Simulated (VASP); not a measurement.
Here is the system:

```
Li2ZrN2
1.0
    3.27905     0.00000     0.00000
   -1.63953     2.83974     0.00000
    0.00000     0.00000     5.43235
Li Zr N
2 1 2
Direct
  0.66667   0.33333   0.38378
  0.33333   0.66667   0.61622
  0.00000   0.00000   0.00000
  0.66667   0.33333   0.77674
  0.33333   0.66667   0.22326
```

The numbers are results of r2SCAN meta-GGA, VASP's PBE PAW potentials (set 64) (plane waves; VASP), not measurements. Settings: 520 eV cut-off, 9×9×5 Γ-centred mesh, tetrahedra with Blöchl corrections, potentials Li_sv Zr_sv N.

The cores are frozen, which limits the accuracy of field gradients.

Q: Give the principal components of the electric field gradient (V/Å²) and the asymmetry η at each nucleus.

A: 
```
atom    Vxx    Vyy   Vzz     η
----  -----  -----  ----  ----
Li1    -0.2   -0.2   0.4     -
Li2    -0.2   -0.2   0.4     -
Zr3   -10.6  -10.6  21.3  0.00
N4     -2.1   -2.1   4.3  0.00
N5     -2.1   -2.1   4.3  0.00
```

The structure comes from a computed database's Li2ZrN2 entry (P-3m1); how it stands against other phases isn't given here. It was relaxed first.
